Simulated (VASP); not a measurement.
LuSe:

```
Lu Se
1.0
     0.00000    2.78800    2.78800
     2.78800    0.00000    2.78800
     2.78800    2.78800    0.00000
Lu Se
1 1
Direct
  0.00000 0.00000 0.00000
  0.50000 0.50000 0.50000
```

```yaml
Program: VASP 6.6.1
Task: relaxation of cell and atoms
Functional: LDA
Potentials_or_basis: VASP PAW PBE potentials, release 64 (Lu, Se)
Cutoff: 600 eV
k_mesh: 14 × 14 × 14
Occupations: gaussian, width 0.1 eV
Spin: no spin polarisation
```

At the start: pressure -3.5 GPa; volume 21.67 Å³/atom.

**Question.** How do energy, volume and symmetry change on relaxing?

**Answer.** Over 4 steps the energy falls by 8.2 meV/atom and the volume is 20.90 Å³/atom (-3.6 %); space group Fm-3m (No. 225, to 0.05 Å).

Step by step:
```
step  energy change (eV)  largest force (eV/Å)  pressure (GPa)  volume (Å³)
   1              0.0000                0.0000           -3.47        43.34
   2             -0.0014                0.0000            3.50        40.46
   3             -0.0146                0.0000           -0.15        41.86
   4             -0.0164                0.0000           -0.03        41.80
```

Final structure:
```xyz
2
Lattice="0.0000 2.7545 2.7545 2.7545 0.0000 2.7545 2.7545 2.7545 0.0000" Properties=species:S:1:pos:R:3 pbc="T T T"
Lu    2.7545    2.7545    0.0000
Se    2.7545    2.7545    2.7545
```

Caveat: the PAW data sets were made with another functional, which shifts forces and pressure a little.
